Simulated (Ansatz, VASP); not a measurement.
# Zn11Si15O41 (glassy 58SiO2-42ZnO (mol %)) in two plane-wave programs, part 3 of 3

Aim: how closely do two programs agree when they are given the same cell, functional and k mesh? Of the first pair: The cell is taken from a series of runs on this material, whose earlier steps may have relaxed, scaled, displaced or heated it; both programs get it as it stands.

VASP 6.6.1 and Ansatz 0.2.0.

So far. Step 2 (VASP: single point, PBE, pair 1): The run ends at a pressure of 4.92 GPa, with forces up to 4.8 eV/Å. Step 6 (VASP: single point, PBE, start cell, pair 2): The run ends at a pressure of 0.40 GPa, with forces up to 0.67 eV/Å.

## (9) VASP: single point, PBE, start cell, pair 3

Level of this step: PBE; plane waves and PAW (Si, Zn, O) (VASP).

The same cell, functional, mesh and smearing now go to VASP, with its own data sets.

Input file INCAR:

```
SYSTEM = Zn11Si15O41
PREC = Accurate
ENCUT = 520
EDIFF = 1E-06
NELM = 120
ISMEAR = -1
SIGMA = 0.05
LREAL = Auto
ALGO = Normal
GGA = PE
NBANDS = 272
LORBIT = 11
LWAVE = .FALSE.
LCHARG = .FALSE.
ISIF = 2
LASPH = .TRUE.
GGA_COMPAT = .FALSE.
EFERMI = MIDGAP
NCORE = 2
```

Input file POSCAR:

```
Zn11Si15O41
1.0
    9.8354800000      0.1243700000      0.3371200000
    0.1256100000      9.9238800000     -0.2957700000
    0.3404900000     -0.2957700000      9.6981300000
Si Zn O
15 11 41
Direct
    0.1702353249      0.6896596716      0.0928829484
    0.1242491676      0.9554865228      0.5689774595
    0.0634816004      0.1521446330      0.3322185721
    0.8319369462      0.0952552895      0.1557631289
    0.4787002860      0.2754954971      0.9017824944
    0.6601689432      0.3434984267      0.1438360153
    0.9576244381      0.3507662225      0.7710777000
    0.4456455192      0.2914577515      0.3898863432
    0.4404031468      0.8559232751      0.1421807831
    0.9955731639      0.7288803554      0.3771194362
    0.4846642120      0.5633598619      0.8147998580
    0.2735196011      0.0945718750      0.0734948485
    0.6513031242      0.7737892735      0.9219814896
    0.9581094378      0.4371674540      0.4799588337
    0.6344043524      0.4966090662      0.5402496840
    0.0468843993      0.0873105194      0.8567134245
    0.2680310581      0.8357276816      0.8165001445
    0.7812804562      0.5462888952      0.9959539209
    0.6659894052      0.6766552654      0.2930478329
    0.1917918093      0.4426726467      0.2694099207
    0.6983163576      0.8008766183      0.5763027374
    0.1923663559      0.3999758929      0.9326076598
    0.9453013964      0.8419534859      0.9869577512
    0.7170438321      0.1211713416      0.6784616242
    0.4328559717      0.0591780356      0.6174054877
    0.5967049620      0.0070816943      0.3586911473
    0.5805534793      0.6204247818      0.9396643321
    0.4422088951      0.1360783626      0.4348746031
    0.1182646700      0.7423843509      0.9485133355
    0.8456269906      0.2394615588      0.7382709630
    0.1297217209      0.0778868290      0.4576969788
    0.5325276229      0.2926433863      0.2389975616
    0.4022137418      0.4227424001      0.8623868955
    0.9161191285      0.0340313641      0.0110251539
    0.6904514691      0.0241279617      0.1863422462
    0.3767654954      0.6733992240      0.7748974395
    0.5288461859      0.8208433257      0.2708971940
    0.2758528499      0.9407663342      0.6378605923
    0.5998207604      0.6437776539      0.4860935605
    0.5380095865      0.3747417305      0.4973601684
    0.3636640236      0.0042737819      0.1702045282
    0.0163399257      0.3108534315      0.3742920134
    0.7928023659      0.4493211470      0.4865604175
    0.0314857893      0.5641018026      0.3996162045
    0.6126403333      0.3186842159      0.9834601022
    0.2978918227      0.3650468482      0.3892548991
    0.8319828256      0.7596181310      0.3980555225
    0.6931679348      0.5036411632      0.1747430868
    0.0917280819      0.8154704414      0.4771918217
    0.6129228395      0.5059978916      0.7079540539
    0.9293740565      0.0718581155      0.2870391398
    0.5177442014      0.1709924747      0.7705333419
    0.7076569469      0.8105095460      0.7722580640
    0.0128298932      0.4276128714      0.6311474321
    0.8065425982      0.2601962262      0.1479725057
    0.1769713452      0.5212808945      0.0958142106
    0.9275800890      0.4681484726      0.8919511776
    0.2158997216      0.0069195839      0.9443843804
    0.3226525204      0.7405432272      0.1240504976
    0.1594243036      0.1714001551      0.1872474284
    0.6357599775      0.9905665249      0.5576386847
    0.0087072382      0.9766318011      0.6960128400
    0.7788271621      0.7491278083      0.0233871189
    0.5255240972      0.8724324373      0.9918999496
    0.0996867202      0.2737094061      0.8227925016
    0.0527083727      0.7447182825      0.2145255095
    0.3512360528      0.2265093714      0.0075567123
```

Input file KPOINTS:

```
Automatic mesh
0
Gamma
1 1 1
0 0 0
```

Potentials, in the order of the species: Si, Zn and O (PBE family, release 64).

Command:

```sh
> mpirun -np 8 vasp_gam
```

Numbers of over 12 decimals in the logs are rounded to 6 here.

Log:

```text
[... set-up lines as in an earlier step ...]
 entering main loop
       N       E                     dE             d eps       ncg     rms          rms(c)
DAV:   1     0.734706504945E+04    0.73471E+04   -0.21191E+05   544   0.195E+03
DAV:   2     0.908978996600E+03   -0.64381E+04   -0.61636E+04   600   0.552E+02
DAV:   3    -0.401825663546E+03   -0.13108E+04   -0.12611E+04   584   0.250E+02
DAV:   4    -0.514838503209E+03   -0.11301E+03   -0.11179E+03   640   0.809E+01
[...]
DAV:  19    -0.446706207699E+03    0.13941E-05   -0.39276E-05   760   0.375E-02    0.101E-02
DAV:  20    -0.446706208631E+03   -0.93185E-06   -0.24922E-05   712   0.328E-02    0.501E-03
DAV:  21    -0.446706208927E+03   -0.29652E-06   -0.35301E-06   464   0.100E-02
   1 F= -.44670621E+03 E0= -.44670621E+03  d E =-.297972E-11
```

From OUTCAR (step 9):

```text
  Total      -13.3474831     -3.0063774     -3.0215909     -0.2165372     -0.2535994     -0.0324457
  in kB      -22.6435453     -5.1002156     -5.1260248     -0.3673479     -0.4302226     -0.0550430
  external PRESSURE =     -10.9565952 kB  Pullay stress =       0.0000000 kB

 POSITION                                       TOTAL-FORCE (eV/Angst)
 -----------------------------------------------------------------------------------
      1.79260      6.83780      0.75420         0.195721      0.214254      0.120028
      1.53580      9.32930      5.27730         0.129908     -0.027421      0.157468
      0.75660      1.41950      3.19830        -0.142262     -0.096420     -0.121782
      8.24750      1.00270      1.76290        -0.154869     -0.152557      0.141302
      5.04990      2.52680      8.82550        -0.002598      0.066299      0.234668
      6.58520      3.44840      1.51590        -0.003413     -0.224092      0.096312
      9.72530      3.37200      7.69710         0.013526     -0.151777      0.007236
      4.55250      2.83250      3.84520        -0.147894      0.229683     -0.037574
      4.48750      8.50680      1.27420        -0.083266     -0.092111     -0.000102
     10.01190      7.24560      3.77740        -0.250367      0.111837      0.073611
      5.11510      5.41000      7.89880         0.029400      0.049520     -0.037625
      2.72710      0.95080      0.77700         0.012324      0.049910      0.109021
      6.81700      7.48730      8.93220        -0.016468      0.058253      0.179286
      9.64180      4.31560      4.84840        -0.395115      0.048130     -0.056561
[...]
-----------------------------------------------------------------------------------
    total drift:                                0.024722     -0.023996      0.006324

  FREE ENERGIE OF THE ION-ELECTRON SYSTEM (eV)
  ---------------------------------------------------
  free  energy   TOTEN  =      -446.7062089275 eV

  energy  without entropy=     -446.7062089275  energy(sigma->0) =     -446.70620893

[... 1 part as in an earlier step ...]

[... 2 further parts left out ...]
[key lines of the parts left out:]
E-fermi :   2.1015
```

The run ends at a pressure of -1.10 GPa, with forces up to 0.40 eV/Å.

## (10) Side by side

Forces on 9 of the 67 atoms, those with the largest forces and the largest differences (eV/Å; atoms numbered as in POSCAR):

| atom | Ansatz x, y, z | VASP x, y, z |
| --- | --- | --- |
| Si2 | 0.091, -0.018, 0.220 | 0.130, -0.027, 0.157 |
| Si10 | -0.304, 0.123, 0.082 | -0.250, 0.112, 0.074 |
| Si14 | -0.406, 0.046, -0.008 | -0.395, 0.048, -0.057 |
| Si15 | 0.201, -0.187, -0.107 | 0.234, -0.243, -0.106 |
| O35 | 0.390, 0.176, -0.025 | 0.365, 0.153, -0.084 |
| O46 | 0.323, -0.132, -0.045 | 0.355, -0.161, 0.017 |
| O47 | 0.408, -0.094, -0.014 | 0.372, -0.091, -0.013 |
| O55 | -0.311, 0.134, -0.025 | -0.301, 0.126, -0.024 |
| O62 | 0.249, -0.012, -0.130 | 0.180, -0.036, -0.129 |

The forces differ by 23 meV/Å r.m.s., which is 21.1 % of the r.m.s. force of 0.109 eV/Å (both taken over all components).

## (11) Results

| Quantity | Value |
| --- | --- |
| r.m.s. force difference (single point, PBE, pair 1) | 1.9 % of the r.m.s. force |
| r.m.s. force difference (single point, PBE, start cell, pair 2) | 23 meV/Å |
| r.m.s. force difference (single point, PBE, start cell, pair 3) | 23 meV/Å |

The r.m.s. force difference is 23 meV/Å (single point, PBE, start cell, pair 2), beyond the 12 meV/Å picked in this series as the mark of a large difference. What causes the difference of the single point, PBE, start cell, pair 2 pair stays open here. What causes the difference of the single point, PBE, start cell, pair 3 pair stays open here. 7 further runs of this series are not shown here. Such differences can come from data sets, numerical settings and the points named under the comparisons, not from the functional's error against experiment.

[Lines on the potential files, build, host, timing and source positions are cut from VASP's logs without a mark.]

[Logs are printed without paths, hosts, clocks, repeated set-up lines and the standing remarks that a program may print on its own settings, such as how far it seeks lower states.]

[Hosts, paths, dates, database ids (printed as entryN), source tags and the programs' standing remarks are cut or masked in the printed files.]
